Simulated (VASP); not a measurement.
These are PBE GGA, VASP's PBE PAW potentials (set 64) (plane waves; VASP 6.6.1) values and carry that method's errors.

VASP input:

**INCAR**
```
ENCUT = 500   ! plane-wave cut-off (eV)
LMAXMIX = 4   ! l cut-off of mixed one-centre charges
LWAVE = .FALSE.
SYSTEM = CuZn
GGA = PE   ! PBE
LASPH = .TRUE.
LREAL = .FALSE.   ! projection in real space or not
NELM = 100
EDIFF = 1E-6   ! SCF stop (eV)
EDIFFG = -0.02
PSTRESS = 100   ! kbar
ISMEAR = 1
LCHARG = .FALSE.
ALGO = Normal   ! blocked Davidson
NSW = 40   ! most ionic steps
IBRION = 2   ! conjugate gradients
PREC = Accurate
ISIF = 3
SIGMA = 0.1   ! width (eV)
```

File POSCAR:
```
CuZn
1
    2.9300789719     0.0000000000     0.0000000000
    0.0000000000     2.9300789719     0.0000000000
    0.0000000000     0.0000000000     2.9300789719
Zn Cu
1 1
Direct
  0.5000000000   0.5000000000   0.5000000000
  0.0000000000   0.0000000000   0.0000000000
```

KPOINTS:
```
Automatic mesh
0
Gamma
12 12 12
0 0 0
```

POTCAR, in this order: Zn Cu (PBE.64 set). Program: vasp_std.

Problem. What will the output report for the number of irreducible k-points (NKPTS), largest plane-wave count, number of space-group operations, FFT grid (NGX, NGY, NGZ)?

Solution. 
- number of irreducible k-points (NKPTS): 84
- largest plane-wave count: 656
- number of space-group operations: 48
- FFT grid (NGX, NGY, NGZ): 24 × 24 × 24

The compound is CuZn in the CsCl type structure. This run relaxes it under an external pressure of 10 GPa. Symmetry was kept, so distortions that lower it aren't found. The electron count is odd and the run is not spin-polarised, which forces a metal.
